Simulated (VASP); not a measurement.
**MgBe: single point with PBE**

The system is MgBe.

```xyz
2
Lattice="3.0799 0.0000 0.0000 0.0000 3.0799 0.0000 0.0000 0.0000 3.0799" Properties=species:S:1:pos:R:3 pbc="T T T"
Be    1.5400    1.5400    1.5400
Mg    0.0000    0.0000    0.0000
```

The cell was built by a generator and needn't be a form met in nature.

```
Program                : VASP 6.6.1
Task                   : single point
Functional             : PBE
Potentials or basis    : VASP PAW PBE potentials, release 64 (Be, Mg)
Cutoff                 : 520 eV
k mesh                 : 6 × 6 × 6
Occupations            : fermi-dirac, width 0.1 eV
Spin                   : no spin polarisation
Dipole correction      : no
Further INCAR settings : ALGO = Fast; EDIFF = 1e-06; NBANDS = 9
```

| Quantity | Value |
| --- | --- |
| Pressure | -0.1 GPa |
| Band gap on the k mesh | none (metal or under the smearing width) |

Levels at points of the mesh, in eV from the Fermi level:
```csv
k point,band 1,band 2,band 3,band 4,band 5,band 6,band 7
"(0.00, 0.00, 0.00)",-8.56,3.85,3.85,3.85,6.05,6.05,10.90
"(0.50, 0.00, 0.00)",-5.05,-4.99,5.53,5.53,9.38,10.48,10.48
"(0.50, 0.50, 0.00)",-2.35,-2.35,-1.40,0.68,7.39,12.46,12.46
"(0.50, 0.50, 0.50)",0.08,0.08,0.08,2.92,2.92,2.92,3.08
```

Run time: 3.4 s on 1 thread of AMD EPYC 9R45 (Zen 5), with other jobs on the host, peak memory 0.1 GiB.
